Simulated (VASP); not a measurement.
**RbZn5O2: single point with PBE**

RbZn5O2:

```
CELL_PARAMETERS angstrom
5.84975 -0.25829 0.05793
0.29858 6.30670 0.45413
-0.95039 0.71231 7.97690
ATOMIC_POSITIONS crystal
O 0.33803 0.34007 0.81203
O 0.50108 0.70572 0.27643
O 0.80204 0.94431 0.14200
O 0.09797 0.80299 0.75816
Rb 0.56004 0.74390 0.89063
Rb 0.77831 0.00156 0.48825
Zn 0.96779 0.48859 0.14904
Zn 0.13207 0.07461 0.91078
Zn 0.16671 0.89154 0.21871
Zn 0.62963 0.41630 0.63721
Zn 0.99550 0.47100 0.83304
Zn 0.66241 0.22459 0.96096
Zn 0.23012 0.22163 0.36944
Zn 0.55756 0.38229 0.21250
Zn 0.33378 0.71722 0.51697
Zn 0.96942 0.50051 0.46188
```

The cell was built by a generator and needn't be a form met in nature.

```json
{"Program": "VASP 6.6.1", "Task": "single point", "Functional": "PBE", "Potentials or basis": "VASP PAW PBE potentials, release 64 (O, Rb_sv, Zn)", "Cutoff": "520 eV", "k mesh": "3 × 3 × 2", "Occupations": "gaussian, width 0.1 eV", "Spin": "no spin polarisation", "Dipole correction": "no", "Further INCAR settings": "LREAL = Auto; ALGO = Fast; EDIFF = 1e-07; NBANDS = 95"}
```

```yaml
Pressure: -1.7 GPa
Largest_force: 1.795 eV/Å
Band_gap_on_the_k_mesh: none (metal or under the smearing width)
```

Forces on the atoms (eV/Å):
```
O    0.292 -0.991  0.278
O   -1.408 -0.321  0.144
O    1.545  0.565 -0.720
O   -0.309  0.002  0.677
Rb  -0.344  0.644  0.396
Rb   0.088 -0.802 -0.081
Zn   0.162 -0.187 -0.194
Zn   0.037 -0.613 -0.936
Zn  -0.212 -0.428 -0.412
Zn  -0.757  0.033  0.032
Zn   1.379  0.976 -0.339
Zn   0.311 -0.235  0.890
Zn   0.437  0.115  0.137
Zn  -0.514  1.387  0.608
Zn  -0.451 -0.259 -0.619
Zn  -0.256  0.113  0.140
```

Stress tensor (GPa, compression positive):
```
-3.47  0.15 -0.77
 0.15 -1.78 -0.59
-0.77 -0.59  0.11
```

Levels at points of the mesh, in eV from the Fermi level:
| k point | band 78 | band 79 | band 80 | band 81 | band 82 | band 83 | band 84 | band 85 |
| --- | --- | --- | --- | --- | --- | --- | --- | --- |
| (0.00, 0.00, 0.00) | -1.49 | -1.08 | -0.57 | -0.11 | 0.13 | 0.49 | 0.94 | 1.19 |
| (0.00, 0.00, 0.50) | -1.33 | -0.75 | -0.55 | -0.26 | 0.12 | 0.54 | 0.83 | 0.94 |

Run time: 6.5 min on 1 thread of Intel(R) Xeon(R) 6975P-C (Granite Rapids) (shared host), peak memory 0.46 GiB.

Caveat: the k mesh is coarse (spacing up to 0.40 Å⁻¹), so the values aren't converged.
